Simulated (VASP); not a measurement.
The system is FC2I2H3, in a box.

```
F C I H
1.0
    13.00000    0.00000    0.00000
     0.00000   13.00000    0.00000
     0.00000    0.00000   13.00000
F C I H
1 2 2 3
Direct
  0.44497 0.48088 0.62036
  0.51835 0.49528 0.54806
  0.47328 0.50314 0.44269
  0.62211 0.36435 0.55062
  0.37989 0.63888 0.42938
  0.56597 0.56076 0.56952
  0.53315 0.51038 0.38487
  0.42364 0.43805 0.42557
```

Base run:

- Program: VASP 6.6.1
- Functional: HSE06
- Potentials or basis: VASP PAW PBE potentials, release 64 (F, C, I, H)
- Cutoff: 520 eV
- k mesh: 1 × 1 × 1
- Occupations: gaussian, width 0.01 eV
- Spin: no spin polarisation

Its results: gap between the frontier levels 5.10 eV; largest force 0.439 eV/Å.

Task: The run is repeated on the same cell with these changes: functional from HSE06 to RPBE; further incar settings from ALGO = Normal; EDIFF = 1e-07 to ALGO = Normal; EDIFF = 1e-06; NBANDS = 26. What comes out?

Result: Gap between the frontier levels 3.85 eV; largest force 1.460 eV/Å.

Caveats: the PAW data sets were made with another functional, which shifts forces and pressure a little; spin-orbit coupling is left out, which moves the levels of the heavy elements.

A k mesh can miss the band edges.

Not every run made on this cell is shown here.
